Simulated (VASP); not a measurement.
```
CdTe
1.0
    0.00000     3.22808     3.22808
    3.22808     0.00000     3.22808
    3.22808     3.22808     0.00000
Cd Te
1 1
Direct
  0.00000   0.00000   0.00000
  0.25000   0.25000   0.25000
```

Level of theory: vdW-DF-cx, VASP's PBE PAW potentials (set 64) (plane waves; VASP). Settings: 520 eV cut-off, 7×7×7 Γ-centred mesh, Gaussian smearing of 0.050 eV, potentials Cd Te.

Task: Give the stress tensor in GPa (positive for a compressed cell).

Result: 
```
1.30  0.00  0.00
0.00  1.30  0.00
0.00  0.00  1.30
```
The pressure is its mean diagonal, 1.30 GPa.

The compound is CdTe in the zinc blende structure. This cell is one point of a volume scan, at 0.97 of the reference volume.
